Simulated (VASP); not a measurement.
# Sn2GeO2 (P4mm) in VASP: density of states with PBE

Aim: the density of states of Sn2GeO2 with PBE.

All numbers are computed with VASP 6.6.1; they aren't measurements. Logs are shortened: lines on timing, memory, paths and dates and some standing lists are left out, and cuts for length are marked.

## 1. The crystal as given

The structure is tetragonal, space group P4mm (No. 99). The conventional cell has a = 3.844 Å, b = 3.844 Å, c = 6.355 Å, α = 90.00°, β = 90.00°, γ = 90.00°. Around Sn (site symmetry 4mm) lie 4 O at 2.14 Å. Sn (site symmetry 4mm) has 4 O at 2.43 Å as nearest neighbours. Ge (site symmetry 4mm) has 5 Sn at 2.72 to 2.97 Å as nearest neighbours. O (site symmetry 2mm) has 4 Sn at 2.14 to 2.43 Å as nearest neighbours.

The cell was built by a generator and needn't be a form met in nature.

## 2. Density of states, PBE

POSCAR

```
Sn2GeO2                                 
1.0
    3.8444072230      0.0000000000      0.0000000000
    0.0000000000      3.8444072230     -0.0000000000
    0.0000000000      0.0000000000      6.3553121989
  Sn              Ge              O             
     2     1     2
Direct
     0.5000000000000000    0.5000000000000000    0.8031301592312786
     1.0000000000000000    1.0000000000000000    0.4207881903033535
     0.5000000000000000    0.5000000000000000    0.2307968594335817
     0.5000000000000000    1.0000000000000000    0.6543353755158935
     0.0000000000000000    0.5000000000000000    0.6543353755158935
```

INCAR.step1

```
PREC = Accurate ; ENCUT = 520
EDIFF = 1E-6 ; ISMEAR = 0
SIGMA = 0.1 ; LREAL = F
LASPH = T ; NELM = 100
ALGO = Normal ; ISIF = 2
LWAVE = F ; LCHARG = T
GGA = PE ; NBANDS = 35
KPAR = 4
```

KPOINTS.step1

```
Automatic mesh
0
Gamma
  8 8 6
```

INCAR.step2

```
PREC = Accurate ; ENCUT = 520
EDIFF = 1E-6 ; ISMEAR = -5
SIGMA = 0.1 ; LREAL = F
LASPH = T ; NELM = 100
ALGO = Normal ; ISIF = 2
LWAVE = F ; LCHARG = F
GGA = PE ; LORBIT = 11
NBANDS = 35 ; KPAR = 4
NEDOS = 2001 ; ICHARG = 11
```

KPOINTS.step2

```
Automatic mesh
0
Gamma
  12 12 9
```

Potentials or basis: VASP PAW PBE potentials, release 64 (Sn_d, Ge_d, O).

Started as:

```
$ cat potpaw_PBE.64/Sn_d/POTCAR potpaw_PBE.64/Ge_d/POTCAR potpaw_PBE.64/O/POTCAR > POTCAR
$ cp INCAR.step1 INCAR
$ cp KPOINTS.step1 KPOINTS
$ mpirun -np 4 vasp_std > vasp.out
$ cp INCAR.step2 INCAR
$ cp KPOINTS.step2 KPOINTS
$ mpirun -np 4 vasp_std > vasp.out
```

OUTCAR:

```text
PREC = Accurate
   ENCUT = 520
   EDIFF = 1E-6
   ISMEAR = -5
   LREAL = F
   LASPH = T
   NELM = 100
   ISIF = 2
   GGA = PE
   LORBIT = 11
   ICHARG = 11

 ion  position               nearest neighbor table
   1  0.500  0.500  0.803-   4 2.14   5 2.14   4 2.14   5 2.14   3 2.72   2 3.65   2 3.65   2 3.65
                             2 3.65
   2  0.000  0.000  0.421-   4 2.43   5 2.43   5 2.43   4 2.43   3 2.97   3 2.97   3 2.97   3 2.97
                             1 3.65   1 3.65   1 3.65   1 3.65
   3  0.500  0.500  0.231-   1 2.72   2 2.97   2 2.97   2 2.97   2 2.97
   4  0.500  0.000  0.654-   1 2.14   1 2.14   2 2.43   2 2.43
   5  0.000  0.500  0.654-   1 2.14   1 2.14   2 2.43   2 2.43

  LATTYP: Found a simple tetragonal cell.
 ALAT       =     3.8444072230
 C/A-ratio  =     1.6531318953

  Lattice vectors:

 A1 = (   3.8444072230,   0.0000000000,   0.0000000000)
 A2 = (   0.0000000000,   3.8444072230,   0.0000000000)
 A3 = (   0.0000000000,   0.0000000000,   6.3553121989)

Analysis of symmetry for initial positions (statically):
=====================================================================
 Subroutine PRICEL returns:
 Original cell was already a primitive cell.

 Routine SETGRP: Setting up the symmetry group for a
 simple tetragonal supercell.

 Subroutine GETGRP returns: Found  8 space group operations
 (whereof  8 operations were pure point group operations)
 out of a pool of 16 trial point group operations.

The static configuration has the point symmetry C_4v.

Analysis of symmetry for dynamics (positions and initial velocities):
=====================================================================
 Subroutine PRICEL returns:
 Original cell was already a primitive cell.

 Routine SETGRP: Setting up the symmetry group for a
 simple tetragonal supercell.

 Subroutine GETGRP returns: Found  8 space group operations
 (whereof  8 operations were pure point group operations)
 out of a pool of 16 trial point group operations.

The dynamic configuration has the point symmetry C_4v.

 Subroutine INISYM returns: Found  8 space group operations
 (whereof  8 operations are pure point group operations),
 and found     1 'primitive' translations

----------------------------------------------------------------------------------------

                                     Primitive cell

  volume of cell :      93.9281

  direct lattice vectors                    reciprocal lattice vectors
     3.844407223  0.000000000  0.000000000     0.260118125  0.000000000  0.000000000
     0.000000000  3.844407223  0.000000000     0.000000000  0.260118125  0.000000000
     0.000000000  0.000000000  6.355312199     0.000000000  0.000000000  0.157348682

  length of vectors
     3.844407223  3.844407223  6.355312199     0.260118125  0.260118125  0.157348682

  position of ions in fractional coordinates (direct lattice)
     0.500000000  0.500000000  0.803130159
     0.000000000  0.000000000  0.420788190
     0.500000000  0.500000000  0.230796859
     0.500000000  0.000000000  0.654335376
     0.000000000  0.500000000  0.654335376

  ion indices of the primitive-cell ions
   primitive index   ion index
                 1           1
                 2           2
                 3           3
                 4           4
                 5           5

----------------------------------------------------------------------------------------

 KPOINTS: Automatic mesh

Automatic generation of k-mesh.
 Grid dimensions read from file:
 generate k-points for:   12   12    9

 Generating k-lattice:

  Cartesian coordinates                     Fractional coordinates (reciprocal lattice)
     0.021676510  0.000000000  0.000000000     0.083333333  0.000000000  0.000000000
     0.000000000  0.021676510  0.000000000     0.000000000  0.083333333  0.000000000
     0.000000000  0.000000000  0.017483187     0.000000000  0.000000000  0.111111111

  Length of vectors
     0.021676510  0.021676510  0.017483187

  Shift w.r.t. Gamma in fractional coordinates (k-lattice)
     0.000000000  0.000000000  0.000000000

 TETIRR: Found   1950 inequivalent tetrahedra from     7776

 Subroutine IBZKPT returns following result:
 ===========================================

 Found    140 irreducible k-points:

 Following reciprocal coordinates:
            Coordinates               Weight
  0.000000  0.000000  0.000000      1.000000
  0.083333  0.000000  0.000000      4.000000
  0.166667  0.000000  0.000000      4.000000
  0.250000  0.000000  0.000000      4.000000
  0.333333  0.000000  0.000000      4.000000
  0.416667  0.000000  0.000000      4.000000
[... 16 lines left out ...]
  0.333333  0.333333  0.000000      4.000000
  0.416667  0.333333  0.000000      8.000000
 [... further k-points ...]
   k-points           NKPTS =    140   k-points in BZ     NKDIM =    140   number of bands    NBANDS=     35
   number of dos      NEDOS =   2001   number of ions     NIONS =      5
   total plane-waves  NPLWV =  43200
   dimension x,y,z NGX =    30 NGY =   30 NGZ =   48
   dimension x,y,z NGXF=    60 NGYF=   60 NGZF=   96
   ions per type =               2   1   2
   NGX,Y,Z   is equivalent  to a cutoff of  12.97, 12.97, 12.56 a.u.
   NGXF,Y,Z  is equivalent  to a cutoff of  25.95, 25.95, 25.11 a.u.
 SYSTEM =  unknown system
   PREC   = accura    normal or accurate (medium, high low for compatibility)
   ISTART =      0    job   : 0-new  1-cont  2-samecut
   ICHARG =     11    charge: 1-file 2-atom 10-const
   ISPIN  =      1    spin polarized calculation?
   LNONCOLLINEAR =      F non collinear calculations
   LSORBIT =      F    spin-orbit coupling
   LASPH  =      T    aspherical Exc in radial PAW
   ENCUT  =  520.0 eV  38.22 Ry    6.18 a.u.   7.15  7.15 11.82*2*pi/ulx,y,z
   NELM   =    100;   NELMIN=  2; NELMDL=  0     # of ELM steps
   EDIFF  = 0.1E-05   stopping-criterion for ELM
   LREAL  =      F    real-space projection
   EDIFFG = 0.1E-04   stopping-criterion for IOM
   NSW    =      0    number of steps for IOM
   IBRION =     -1    ionic relax: 0-MD 1-quasi-New 2-CG
   NFREE  =      0    steps in history (QN), initial steepest desc. (CG)
   ISIF   =      2    stress and relaxation
   ISYM   =      2    0-nonsym 1-usesym 2-fastsym
   POTIM  = 0.5000    time-step for ionic-motion
   TEBEG  =    0.0;   TEEND  =   0.0 temperature during run
   PSTRESS=    0.0 pullay stress
   NELECT =      54.0000    total number of electrons
   NUPDOWN=      -1.0000    fix difference up-down
   EMIN   =  10.00;   EMAX   =-10.00  energy-range for DOS
   EFERMI =   0.00;   METHOD = LEGACY
   ISMEAR =    -5;   SIGMA  =   0.10  broadening in eV -4-tet -1-fermi 0-gaus
   EFERMI_NEDOS =   21; number of points for ismear=-14 and -15
   IALGO  =     38    algorithm
   IMIX   =      4    mixing-type and parameters
     AMIX     =   0.40;   BMIX     =  1.00
     AMIX_MAG =   1.60;   BMIX_MAG =  1.00
  volume/ion in A,a.u.               =      18.79       126.77
  Fermi-wavevector in a.u.,A,eV,Ry     =   1.361259  2.572407 25.211962  1.853027
  Thomas-Fermi vector in A             =   2.487851
   LORBIT       =     11    0 simple, 1 ext, 2 COOP (PROOUT), +10 PAW based schemes
   GGA     = PE    functional components
   LHFCALC =     F    Hartree Fock is set to
   AEXX    =    0.0000 exact exchange contribution
   IVDW    =     0    specifies the selected vdW correction
   LEPSILON=     F    determine dielectric tensor
   LRPA    =     F    only Hartree local field effects (RPA)
 non-spin polarized calculation
 Fermi weights with tetrahedron method with Bloechl corrections
  energy-cutoff  :      520.00
  volume of cell :       93.93
 maximum number of plane-waves:      2572
 NGX is ok and might be reduce to    30

 number of electron      54.0000010 magnetization

 Free energy of the ion-electron system (eV)
  ---------------------------------------------------
  ext. energy  EPLUGINS =         0.00000000
  ---------------------------------------------------
  free energy    TOTEN  =       -25.81478597 eV

  energy without entropy =      -25.81478597  energy(sigma->0) =      -25.81478597

 E-fermi :   6.6330     XC(G=0): -10.1223

 val. band max:        6.6811545672   @ k =   0.5000   0.1667   0.2222
 cond. band min:       6.5340117932   @ k =   0.0000   0.0000   0.4444
 fundamental gap:     -0.1471427741
 Fermi energy:         6.6330409113

 k-point     1 :       0.0000    0.0000    0.0000
  band No.  band energies     occupation
      1     -18.0757      2.00000
      2     -18.0525      2.00000
      3     -18.0525      2.00000
      4     -18.0279      2.00000
      5     -18.0257      2.00000
      6     -15.8914      2.00000
[... 27 lines left out ...]
     34      12.3500      0.00000
     35      13.1632      0.00000

 k-point     2 :       0.0833    0.0000    0.0000
  band No.  band energies     occupation
      1     -18.0756      2.00000
      2     -18.0528      2.00000
      3     -18.0526      2.00000
      4     -18.0280      2.00000
      5     -18.0252      2.00000
      6     -15.8853      2.00000
[... 27 lines left out ...]
     34      12.5278      0.00000
     35      13.4772      0.00000
[... 796 lines left out ...]
     34      12.7257      0.00000
     35      14.3784      0.00000

 k-point    24 :       0.4167    0.3333    0.0000
  band No.  band energies     occupation
      1     -18.0721      2.00000
      2     -18.0553      2.00000
      3     -18.0547      2.00000
      4     -18.0309      2.00000
      5     -18.0146      2.00000
      6     -15.7461      2.00000
[... 27 lines left out ...]
     34      12.6837      0.00000
     35      14.0936      0.00000

 [... further k-points ...]

------------------------ aborting loop because EDIFF is reached ----------------------------------------

  FORCE on cell =-STRESS in cart. coord.  units (eV):
  Direction    XX          YY          ZZ          XY          YZ          ZX
  --------------------------------------------------------------------------------------
  -------------------------------------------------------------------------------------
  Total       -0.1289301     -0.1289301     -0.0948157      0.0000000      0.0000000      0.0000000
  in kB       -2.1992235     -2.1992235     -1.6173176      0.0000000      0.0000000      0.0000000
  external PRESSURE =      -2.0052549 kB  Pullay stress =       0.0000000 kB

 VOLUME and BASIS-vectors are now :
 -----------------------------------------------------------------------------
  energy-cutoff  :      520.00
  volume of cell :       93.93
      direct lattice vectors                 reciprocal lattice vectors
     3.844407223  0.000000000  0.000000000     0.260118125  0.000000000  0.000000000
     0.000000000  3.844407223  0.000000000     0.000000000  0.260118125  0.000000000
     0.000000000  0.000000000  6.355312199     0.000000000  0.000000000  0.157348682

 POSITION                                       TOTAL-FORCE (eV/Angst)
 -----------------------------------------------------------------------------------
      1.92220      1.92220      5.10414         0.000000      0.000000      0.027934
      0.00000      0.00000      2.67424         0.000000      0.000000     -0.038510
      1.92220      1.92220      1.46679         0.000000     -0.000000     -0.006165
      1.92220      0.00000      4.15851         0.000000      0.000000      0.008371
      0.00000      1.92220      4.15851         0.000000     -0.000000      0.008371
 -----------------------------------------------------------------------------------
    total drift:                                0.000000      0.000000     -0.006268

  FREE ENERGIE OF THE ION-ELECTRON SYSTEM (eV)
  ---------------------------------------------------
  free  energy   TOTEN  =       -25.8147859732 eV

  energy  without entropy=      -25.8147859732  energy(sigma->0) =      -25.81478597

 total charge

# of ion       s       p       d       tot
------------------------------------------
    1        1.080   0.966  10.146  12.191
    2        1.202   0.783  10.049  12.034
    3        1.249   0.993   9.988  12.229
    4        1.581   3.402   0.000   4.983
    5        1.581   3.402   0.000   4.983
--------------------------------------------------
tot          6.693   9.546  30.183  46.422
```

Wall time 97 s (4 MPI ranks of Intel Xeon 6975P-C (Granite Rapids), shared host); peak memory 0.47 GiB.

Results:

```
Valence electrons inside the program's atomic spheres : Sn 12.19, 12.03; Ge 12.23; O 4.98
```

Levels at points of the mesh, in eV from the Fermi level:
```csv
k point,band 23,band 24,band 25,band 26,band 27,band 28,band 29,band 30,band 31,band 32
"(0.00, 0.00, 0.00)",-3.13,-3.13,-2.57,-2.02,-0.30,0.16,0.16,3.00,4.32,4.32
"(0.50, 0.00, 0.00)",-4.93,-4.24,-4.16,-1.90,0.81,1.44,1.69,3.47,3.67,4.14
"(0.50, 0.50, 0.00)",-3.50,-3.34,-2.85,-2.76,-2.76,-2.21,2.95,3.19,3.72,3.72
```

States per cell in windows of 1 eV (zero at the Fermi level; states under -8 eV left out):
```tsv
from (eV)	total	O4_p	O5_p	Sn2_p	Ge3_p	Sn1_p	Sn2_s
-8.0	1.65	0.16	0.16	0.03	0.02	0.04	0.26
-7.0	1.16	0.20	0.20	0.03	0.02	0.11	0.11
-6.0	3.48	0.76	0.76	0.15	0.06	0.29	0.05
-5.0	1.82	0.45	0.45	0.09	0.04	0.08	0.03
-4.0	3.50	0.87	0.87	0.18	0.11	0.11	0.15
-3.0	2.72	0.54	0.54	0.08	0.24	0.17	0.05
-2.0	1.07	0.11	0.11	0.06	0.19	0.02	0.05
-1.0	1.19	0.06	0.06	0.10	0.28	0.02	0.07
0.0	1.78	0.11	0.11	0.10	0.34	0.05	0.18
1.0	1.83	0.11	0.11	0.10	0.31	0.10	0.08
2.0	1.32	0.09	0.09	0.13	0.14	0.07	0.02
3.0	2.50	0.14	0.14	0.43	0.12	0.21	0.04
4.0	2.72	0.14	0.14	0.54	0.11	0.35	0.03
5.0	2.13	0.09	0.09	0.29	0.19	0.30	0.01
6.0	2.55	0.11	0.11	0.36	0.28	0.34	0.01
7.0	1.13	0.05	0.05	0.16	0.15	0.19	0.00
```

Caveat: tetrahedron occupations give inexact forces and stress in metals.
